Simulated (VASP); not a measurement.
VASP runs on ZrGe2 (space group I4/mmm) share one base input (PBE GGA, plane waves, VASP's PBE PAW potentials (set 64)) and change the settings named in each case.

KPOINTS:
```
Automatic mesh
0
Gamma
7 7 7
0 0 0
```

File POSCAR:
```
ZrGe2
1
   -1.7845500000     1.7845500000     4.3677620000
    1.7845500000    -1.7845500000     4.3677620000
    1.7845500000     1.7845500000    -4.3677620000
Zr Ge
1 2
Direct
  0.0000000000   0.0000000000   0.0000000000
  0.3353000000   0.3353000000   0.0000000000
  0.6647000000   0.6647000000   0.0000000000
```

INCAR:
```
ALGO=Normal
EDIFF=1E-6
ENCUT=300
GGA=PE
ISIF=2
ISMEAR=0
LASPH=T
LCHARG=F
LMAXMIX=4
LREAL=F
LWAVE=F
NELM=100
PREC=Accurate
SIGMA=0.2
SYSTEM=ZrGe2
```

POTCAR, in this order: Zr_sv Ge_d (PBE.64 set). Program: vasp_std.

| change | E(σ→0) (eV/atom) | pressure (GPa) | −TS (eV) |
|---|---|---|---|
| base run | -6.1606 | -0.03 | -0.0710 |
| GGA removed, POTCAR Zr_sv Ge_d (LDA.64 set) | -6.9365 | -6.88 | -0.0725 |
| GGA_COMPAT = .FALSE., LNONCOLLINEAR = .TRUE., LSORBIT = .TRUE., MAGMOM = 0.0 0.0 0.0 0.0 0.0 0.0 0.0 0.0 0.0, program vasp_ncl | -6.1905 | -0.06 | -0.0709 |
| KPOINTS 4×4×4 Γ-centred mesh | -6.1337 | 0.17 | -0.0980 |
 Energies of different potentials or functionals have different zeros.  At 300 eV the pressure can carry a Pulay error.

Left out are runs that ran out of time, are held back, or changed the cell or the kind of run, fixed moments of cells without a moment, rows past the twelfth, gaps on odd meshes, pressures of charged cells and columns that move by less than the noise.

The structure was generated: ZrGe2 was put into an ordered model structure, which need not be its known phase. The cell was not relaxed at this level, its lattice was scaled by up to 2.5 %.
